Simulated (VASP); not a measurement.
Computed with PBE GGA, VASP's PBE PAW potentials (set 64) (plane waves; VASP 6.6.1).

VASP ran on this input.

**INCAR**
```
! general
SYSTEM  = CuAu
PREC    = Normal
ENCUT   = 400   ! plane-wave cut-off (eV)
LREAL   = .FALSE.
LASPH   = .TRUE.   ! aspherical one-centre terms

! electronic loop
EDIFF   = 1E-6
NELM    = 100
ALGO    = Normal
LMAXMIX = 6   ! l cut-off of mixed one-centre charges

! smearing
ISMEAR  = 1   ! Methfessel-Paxton
SIGMA   = 0.1

! functional
GGA     = PE

! ions
ISIF    = 2   ! forces and stress, cell fixed

! output
LWAVE   = .FALSE.
LCHARG  = .FALSE.
```

File POSCAR:
```
CuAu
1
    2.8216350000     0.0000000000     0.0000000000
    0.0000000000     2.8129030000     0.0000000000
    0.0000000000     0.0000000000     3.6728890000
Cu Au
1 1
Direct
  0.0000000000   0.0000000000   0.0000000000
  0.5176750000   0.5000000000   0.5000000000
```

KPOINTS:
```
Automatic mesh
0
Gamma
12 12 9
0 0 0
```

POTCAR, in this order: Cu Au (PBE.64 set). Program: vasp_std.

The run wrote:

File OSZICAR:
```
       N       E                     dE             d eps       ncg     rms          rms(c)
DAV:   1     0.115141370762E+03    0.11514E+03   -0.97962E+03  7692   0.173E+03
DAV:   2    -0.429017886778E+01   -0.11943E+03   -0.11349E+03  7504   0.299E+02
DAV:   3    -0.798421608408E+01   -0.36940E+01   -0.36530E+01  9247   0.630E+01
DAV:   4    -0.802249493326E+01   -0.38279E-01   -0.38270E-01  8220   0.551E+00
DAV:   5    -0.802369087219E+01   -0.11959E-02   -0.11959E-02 11213   0.108E+00    0.116E+01
DAV:   6    -0.752236793863E+01    0.50132E+00   -0.84498E+00  7489   0.855E+01    0.555E+00
DAV:   7    -0.710860538354E+01    0.41376E+00   -0.32035E+00  9243   0.913E+01    0.585E+00
DAV:   8    -0.705183380193E+01    0.56772E-01   -0.25043E-01 10155   0.132E+01    0.287E+00
DAV:   9    -0.704444807815E+01    0.73857E-02   -0.28716E-02 11305   0.424E+00    0.243E-01
DAV:  10    -0.704369495899E+01    0.75312E-03   -0.59501E-03 10784   0.121E+00    0.126E-01
DAV:  11    -0.704367006075E+01    0.24898E-04   -0.25313E-04 11228   0.426E-01    0.396E-02
DAV:  12    -0.704366143504E+01    0.86257E-05   -0.31463E-05 11133   0.195E-01    0.392E-03
DAV:  13    -0.704366097211E+01    0.46293E-06   -0.93728E-07  5215   0.948E-03
   1 F= -.70436610E+01 E0= -.70435280E+01  d E =-.398977E-03
```

**OUTCAR**
```
------------------------ aborting loop because EDIFF is reached ----------------------------------------
  FORCE on cell =-STRESS in cart. coord.  units (eV):
  Direction    XX          YY          ZZ          XY          YZ          ZX
  --------------------------------------------------------------------------------------
  Total        0.8558606      0.8947557      0.5851858      0.0000000      0.0000000      0.0000000
  in kB       47.0381472     49.1758244     32.1618479      0.0000000      0.0000000      0.0000000
  external PRESSURE =      42.7919398 kB  Pullay stress =       0.0000000 kB
  volume of cell :       29.15
      direct lattice vectors                 reciprocal lattice vectors
     2.821635000  0.000000000  0.000000000     0.354404450  0.000000000  0.000000000
     0.000000000  2.812903000  0.000000000     0.000000000  0.355504616  0.000000000
     0.000000000  0.000000000  3.672889000     0.000000000  0.000000000  0.272265239
 POSITION                                       TOTAL-FORCE (eV/Angst)
 -----------------------------------------------------------------------------------
      0.00000      0.00000      0.00000         0.178679      0.000000      0.000000
      1.46069      1.40645      1.83644        -0.178679      0.000000      0.000000
 -----------------------------------------------------------------------------------
    total drift:                                0.000016      0.000000     -0.000000
  FREE ENERGIE OF THE ION-ELECTRON SYSTEM (eV)
  ---------------------------------------------------
  free  energy   TOTEN  =        -7.0436609721 eV

  energy  without entropy=       -7.0432619956  energy(sigma->0) =       -7.04352798
```
(Selected blocks of OUTCAR.)

The compound is CuAu in the L1_0 structure. The cell was not relaxed at this level, atoms are displaced from their ideal sites. The run is one of a series of settings (PREC = Normal against the base run), some of them coarse on purpose.
